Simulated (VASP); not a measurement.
```
KMgF3
1.0
    4.03689     0.00000     0.00000
    0.00000     4.03689     0.00000
    0.00000     0.00000     4.03689
K Mg F
1 1 3
Direct
  0.00000   0.00000   0.00000
  0.50000   0.50000   0.50000
  0.50000   0.00000   0.50000
  0.00000   0.50000   0.50000
  0.50000   0.50000   0.00000
```

Level of theory: PW91 GGA, VASP's PBE PAW potentials (set 64) (plane waves; VASP). Settings: 520 eV cut-off, 6×6×6 Γ-centred mesh, Gaussian smearing of 0.050 eV, potentials K_sv Mg F.

Problem. Estimate the energy per atom (σ→0), band gap (on the k-mesh) with the smallest direct gap where there is one.

Solution. 
- band gap (on the k-mesh): 7.06 eV
- smallest direct gap (on the k-mesh): 7.38 eV
- energy per atom (σ→0): -4.942 eV/atom

Only differences to runs with the same potentials and settings are physical.

The compound is KMgF3 in the cubic perovskite structure. It was relaxed first.
